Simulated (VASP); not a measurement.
A VASP calculation is set up with these files.

INCAR:
```
! general
SYSTEM  =Li
PREC    =Accurate
ENCUT   =520
LREAL   =.FALSE.
LASPH   =.TRUE.

! electronic loop
EDIFF   =1E-7
NELM    =100
ALGO    =Normal

! smearing
ISMEAR  =-5

! functional
GGA     =MK
LUSE_VDW=.TRUE.
AGGAC   =0.0
PARAM1  =0.1234568
PARAM2  =0.7114
ZAB_VDW =-1.8867

! ions
ISIF    =2

! output
LWAVE   =.FALSE.
LCHARG  =.TRUE.
LORBIT  =11
NEDOS   =601
```

### KPOINTS
```
Automatic mesh
0
Gamma
17 17 17
0 0 0
```

File POSCAR:
```
Li
1
   -1.7136238907     1.7136238907     1.7136238907
    1.7136238907    -1.7136238907     1.7136238907
    1.7136238907     1.7136238907    -1.7136238907
Li
1
Direct
  0.0000000000   0.0000000000   0.0000000000
```

POTCAR, in this order: Li_sv (PBE.64 set). Program: vasp_std.

Problem. Write an equivalent input for Quantum ESPRESSO's pw.x.

Solution. One equivalent input (not run):
```
&CONTROL
  calculation = 'scf'
  pseudo_dir = './pseudo'
  outdir = './out'
  tprnfor = .true.
  tstress = .true.
/
&SYSTEM
  ibrav = 0
  nat = 1
  ntyp = 1
  ecutwfc = 74
  occupations = 'tetrahedra'
  input_dft = 'vdw-df2-b86r'
/
&ELECTRONS
  conv_thr = 7.3e-09
  electron_maxstep = 100
/
ATOMIC_SPECIES
  Li 6.940 Li.upf
CELL_PARAMETERS angstrom
    -1.7136239    1.7136239    1.7136239
     1.7136239   -1.7136239    1.7136239
     1.7136239    1.7136239   -1.7136239
ATOMIC_POSITIONS crystal
  Li   0.0000000  0.0000000  0.0000000
K_POINTS automatic
  17 17 17 0 0 0
```
What does not carry over: the potentials are each code's own (VASP's PAW set, PseudoDojo norm-conserving files in pw.x), so ENCUT and ecutwfc are chosen apart and not converted; conv_thr bounds pw.x's estimated SCF error, while EDIFF bounds the energy change between steps.

The compound is Li in the bcc structure. It was relaxed first, which changed the volume by -5 %.
